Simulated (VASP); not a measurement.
Level of theory: PBE GGA, VASP's PBE PAW potentials (set 64) (plane waves; VASP).

A VASP calculation is set up with these files.

### POSCAR
```
FePt
2.6733820
  1.0000001830   0.0000000000   0.0000000000
  0.0000000000   1.0000001830   0.0000000000
  0.0000000000   0.0000000000   1.3772450613
Fe Pt
1 1
Cartesian
  0.0000000000   0.0000000000   0.0000000000
  0.5000000915   0.5000000915   0.6886225306
```

**KPOINTS**
```
Automatic mesh
0
Gamma
12 12 10
0 0 0
```

### INCAR
```
ALGO = Normal
EDIFF = 1E-7
ENCUT = 480
GGA = PE
ISIF = 2
ISMEAR = 1
ISPIN = 2
LASPH = .True.
LCHARG = .False.
LMAXMIX = 6
LORBIT = 10
LREAL = .False.
LWAVE = .False.
MAGMOM = 2.9 0.3
NELM = 100
PREC = Accurate
SIGMA = 0.1
SYSTEM = FePt
```

POTCAR, in this order: Fe Pt (PBE.64 set). Program: vasp_std.

**Question.** What will the output report for the number of irreducible k-points (NKPTS), number of bands (NBANDS), largest plane-wave count, number of space-group operations, FFT grid (NGX, NGY, NGZ)?

**Answer.** 
* **number of irreducible k-points (NKPTS)**: 168
* **number of bands (NBANDS)**: 15
* **largest plane-wave count**: 645
* **number of space-group operations**: 16
* **FFT grid (NGX, NGY, NGZ)**: 20 × 20 × 28

The compound is FePt in the L1_0 structure. This cell was strained or had an atom moved on purpose.
